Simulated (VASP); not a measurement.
Consider the following.

```
CELL_PARAMETERS angstrom
     -0.00826     3.30311     3.30311
      3.29486     0.00000     3.29486
      3.30311     3.30311    -0.00826
ATOMIC_POSITIONS crystal
  K  0.00000 0.00000 0.00000
  Br 0.50000 0.50000 0.50000
```

Calculation: r2SCAN meta-GGA, VASP's PBE PAW potentials (set 64) (plane waves; VASP). Run with 480 eV cut-off, 6×6×6 Γ-centred mesh, Gaussian smearing of 0.050 eV, potentials K_sv Br.

**Question.** Estimate the energy per atom (σ→0), band gap (on the k-mesh) with the smallest direct gap where there is one.

**Answer.** 
```
Quantity                                       Value
-----------------------------------  ---------------
band gap (on the k-mesh)                     5.07 eV
smallest direct gap (on the k-mesh)          5.07 eV
energy per atom (σ→0)                -11.624 eV/atom
```

The absolute energy has meaning only against runs of the same code, potentials and settings.

The compound is KBr in the rock salt structure. This cell was strained or had an atom moved on purpose.
